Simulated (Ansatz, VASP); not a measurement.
# NaF (Villiaumite) in two plane-wave programs, part 2 of 2

Aim: how closely do two programs agree when they are given the same cell, functional and k mesh? The cell is taken from a series of runs on this material, whose earlier steps may have relaxed, scaled, displaced or heated it; both programs get it as it stands.

VASP 6.6.1 and Ansatz 0.2.0.

So far: The starting structure; VASP: relaxation of cell and atoms, PBE; Ansatz: relaxation of cell and atoms, PBE; Side by side.

### Step 5. Ansatz: zone-centre phonons, PBE

Level of this step: Ansatz beside VASP: Kohn-Sham DFT, plane waves, PBE (Ansatz).

Second derivatives magnify differences that forces hide, and they need a tight electronic threshold.

The cell is taken from a series of runs on this material, whose earlier steps may have relaxed, scaled, displaced or heated it; both programs get it as it stands.

Contents of input.yaml:

```yaml
crystal:
  lattice:
    - [0.0, 2.3505382275, 2.3505382275]
    - [2.3505382275, 0.0, 2.3505382275]
    - [2.3505382275, 2.3505382275, 0.0]
  atoms:
    - { symbol: Na, position: [0.0, 0.0, 0.0] }
    - { symbol: F, position: [0.5, 0.5, 0.5] }
kpoints:
  mp_grid: { grid: [8, 8, 8] }
hamiltonian:
  xc: pbe
scf:
  occupations: { method: fixed }
output:
  eigenvalues: true
phonons:
  method: dfpt
  dielectric: true
  rigid_motions: translations
```

Command:

```sh
$ ansatz run input.yaml --threads 4 --pin off --max-ram 7168MiB --backend cpu --events-out ev --progress --plain --runs-dir out
```

Numbers of over 12 decimals in the logs are rounded to 6 here.

Output:

```text
[...]
Crystal: 2 atoms, lattice volume = 25.974 Å³
Basis set: ecut = 420 eV, 531 PW (Γ), exchange–correlation on 48×48×48 points (8 copies of the dense FFT grid, shifted against one another)
Bands: 12, of which v1, the nominal top of the filled ones, is band 8 counted from 1 (7 counted from 0)
Symmetry: 48 space group operations
k-points: 59 of 512 (irreducible under 8 space group operations, time reversal used)
[...]
optical modes at Γ + LO–TO along q̂ = [1.0000, 0.0000, 0.0000]:
      ω (cm⁻¹)  modes    IR ((D/Å)²/amu)
[...]
optical modes at Γ + LO–TO along q̂ = [0.0000, 1.0000, 0.0000]:
      ω (cm⁻¹)  modes    IR ((D/Å)²/amu)
        223.83      2             4.6026
        389.28      1             2.3013
  optical modes at Γ + LO–TO along q̂ = [0.0000, 0.0000, 1.0000]:
      ω (cm⁻¹)  modes    IR ((D/Å)²/amu)
        223.83      2             4.6026
        389.28      1             2.3013
[key lines of the parts left out:]
SCF converged after 8 iterations
Free energy (F): -2297.431279 eV
Fermi energy:    0.708259 eV
```

### Step 6. VASP: zone-centre phonons, PBE

The same cell, functional and mesh now go to VASP, with its own data sets.

Contents of INCAR:

```
SYSTEM = NaF
PREC = Accurate
ENCUT = 600
EDIFF = 1E-08
NELM = 120
ISMEAR = 0
SIGMA = 0.01
LREAL = .FALSE.
ALGO = Normal
GGA = PE
NBANDS = 13
LORBIT = 11
LWAVE = .FALSE.
LCHARG = .FALSE.
ISIF = 2
IBRION = 8
LEPSILON = .TRUE.
LASPH = .TRUE.
GGA_COMPAT = .FALSE.
EFERMI = MIDGAP
```

Contents of POSCAR:

```
NaF
1.0
    0.0000000000      2.3505382275      2.3505382275
    2.3505382275      0.0000000000      2.3505382275
    2.3505382275      2.3505382275      0.0000000000
Na F
1 1
Direct
    0.0000000000      0.0000000000      0.0000000000
    0.5000000000      0.5000000000      0.5000000000
```

Contents of KPOINTS:

```
Automatic mesh
0
Gamma
8 8 8
0 0 0
```

Potentials, in the order of the species: Na_pv and F (PBE family, release 64).

Command:

```sh
$ mpirun -np 1 vasp_std
```

Output:

```text
[... set-up lines as in an earlier step ...]
 entering main loop
       N       E                     dE             d eps       ncg     rms          rms(c)
DAV:   1     0.121136426027E+03    0.12114E+03   -0.85735E+03   759   0.144E+03
DAV:   2    -0.255713737297E+01   -0.12369E+03   -0.11354E+03   809   0.367E+02
DAV:   3    -0.941146700864E+01   -0.68543E+01   -0.68311E+01   904   0.823E+01
DAV:   4    -0.947334016950E+01   -0.61873E-01   -0.61869E-01   849   0.822E+00
[...]
DAV:  14    -0.857122380421E+01    0.36227E-07   -0.35696E-08   929   0.279E-03    0.365E-05
DAV:  15    -0.857122382920E+01   -0.24990E-07   -0.19752E-09   442   0.424E-04    0.501E-05
DAV:  16    -0.857122383077E+01   -0.15732E-08   -0.16911E-10   452   0.171E-04
   1 F= -.85712238E+01 E0= -.85712238E+01  d E =0.000000E+00
 Linear response reoptimize wavefunctions to high precision
DAV:   1    -0.857122383028E+01    0.48817E-09   -0.15582E-11   437   0.761E-05
DAV:   2    -0.857122383025E+01    0.30923E-10   -0.49264E-12   442   0.276E-05
 Linear response G [H, r] |phi>, progress :
  Direction:   1
[...]
RMM:  10    -0.160904030363E+00   -0.67028E-08    0.29748E-08  3177   0.112E-04    0.290E-06
 first order change of Fermi-energy  -0.37033E-04
 force on displaced ion       1 direction 1 :  -2.010   0.000   0.000
 Born effective charge ion    1 direction 1 :   1.014   0.000   0.000
 Linear response progress:
  Degree of freedom:   2/  2
       N       E                     dE             d eps       ncg     rms          rms(c)
RMM:   1    -0.531605790696E+00   -0.53161E+00    0.64035E-01  2738   0.488E+00
RMM:   2    -0.527792462019E+00    0.38133E-02   -0.91409E-03  2819   0.940E-01    0.838E-02
RMM:   3    -0.529240998940E+00   -0.14485E-02   -0.50311E-04  2637   0.174E-01    0.462E-02
RMM:   4    -0.531293683019E+00   -0.20527E-02   -0.21760E-04  2543   0.104E-01    0.115E-02
[...]
RMM:  11    -0.531327541488E+00    0.68653E-07   -0.18356E-10  2882   0.171E-05    0.101E-06
RMM:  12    -0.531327522788E+00    0.18701E-07   -0.18785E-10  2668   0.113E-05    0.193E-07
RMM:  13    -0.531327526027E+00   -0.32393E-08   -0.19627E-10  1707   0.951E-06    0.646E-08
 first order change of Fermi-energy   0.77577E-03
 force on displaced ion       2 direction 1 :  -1.965   0.000   0.000
 Born effective charge ion    2 direction 1 :  -1.014   0.000   0.000
 Born effective charges drift removed
 Linear response finished
```

Parts of OUTCAR (step 6):

```text
  Total       -0.0370218     -0.0370218     -0.0370218      0.0000000      0.0000000     -0.0000000
  in kB       -2.2836853     -2.2836853     -2.2836853      0.0000000      0.0000000     -0.0000000
  external PRESSURE =      -2.2836853 kB  Pullay stress =       0.0000000 kB

 POSITION                                       TOTAL-FORCE (eV/Angst)
 -----------------------------------------------------------------------------------
      0.00000      0.00000      0.00000        -0.000000      0.000000      0.000000
      2.35054      2.35054      2.35054         0.000000     -0.000000     -0.000000
 -----------------------------------------------------------------------------------
    total drift:                                0.000000      0.000000      0.000000

 MACROSCOPIC STATIC DIELECTRIC TENSOR (including local field effects in DFT)
 ------------------------------------------------------
           1.851141    -0.000000    -0.000000
          -0.000000     1.851141    -0.000000
          -0.000000     0.000000     1.851141
 ------------------------------------------------------

 MACROSCOPIC STATIC DIELECTRIC TENSOR IONIC CONTRIBUTION
 ------------------------------------------------------
           3.604550     0.000000     0.000000
           0.000000     3.604550     0.000000
           0.000000     0.000000     3.604550
 ------------------------------------------------------

[... 1 part as in an earlier step ...]

[... 1 further part left out ...]
```

### Step 7. Differences

What differs besides the data sets and the points named for the pairs above, as far as they apply: the data sets hold 16 valence electrons in Ansatz (on its default PAW (the set named soft_2) files) and 14 in VASP. Total energies have different zeros and are not compared.

Both answers:

```tsv
quantity	Ansatz	VASP	difference
ε∞ xx	1.86	1.85	+0.64 %
ε∞ yy	1.86	1.85	+0.64 %
ε∞ zz	1.86	1.85	+0.64 %
Born charge of Na1 (mean of the diagonal) (e)	1.02	1.01	0.00
Born charge of F2 (mean of the diagonal) (e)	-1.02	-1.01	0.00
optical mode 1 to 3 (cm⁻¹)	223.8	227.8	-1.75 %
```

Modes are paired by rising frequency, not by their patterns, so a pair may set unlike modes beside each other; they are those without the splitting of longitudinal modes.

### Step 8. What came out

```
difference in volume (relaxation of cell and atoms, PBE)                                                          : 0.42 %
r.m.s. difference of the optical zone-centre modes, each program's sorted by frequency (zone-centre phonons, PBE) : 4.0 cm⁻¹
difference in optical mode 1 to 3 (zone-centre phonons, PBE)                                                      : -1.8 %
```

The difference in volume is 0.42 % (relaxation of cell and atoms, PBE), within the 1.2 % picked in this series as the mark of a large difference, as far as the stopping tolerances let one tell. The data sets hold unlike numbers of valence electrons (16 in Ansatz and 14 in VASP), so part of the differences comes from the potentials. Among the rows given in per cent, the largest difference of the zone-centre phonons, PBE pair is in optical mode 1 to 3, -1.8 %. Such differences can come from data sets, numerical settings and the points named under the comparisons, not from the functional's error against experiment.

[Lines on the potential files, build, host, timing and source positions are cut from VASP's logs without a mark.]

[Logs are printed without paths, hosts, clocks, repeated set-up lines and the standing remarks that a program may print on its own settings, such as how far it seeks lower states.]

[Hosts, paths, dates, database ids (printed as entryN), source tags and the programs' standing remarks are cut or masked in the printed files.]
